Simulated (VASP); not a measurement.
Energy against volume of HfB2 (AlB2 type). Level of theory: optB86b-vdW, VASP's PBE PAW potentials (set 64) (plane waves; VASP 6.6.1). Settings: 520 eV cut-off, 11×11×9 Γ-centred mesh, first-order Methfessel-Paxton smearing of 0.10 eV, potentials Hf_pv B.

Shape and ions are relaxed at each volume.

```
V (Å³/atom)  E (eV/atom)
-----------  -----------
9.591           -7.65294
9.887           -7.66037
10.184          -7.65353
10.481          -7.63438
```

**Question.** Fit these four points and predict the energy of the run at 9.294 Å³/atom.

**Answer.** A cubic in V^(−2/3), the third-order Birch-Murnaghan form, passes through the four points with V0 = 9.89 Å³/atom and B0 = 257 GPa, and gives -7.6289 eV/atom there. The run gave -7.6290 eV/atom, -0.1 meV/atom from the fit; all five points give B0 = 256 GPa.

The compound is HfB2 in the AlB2 type structure. It was relaxed first.
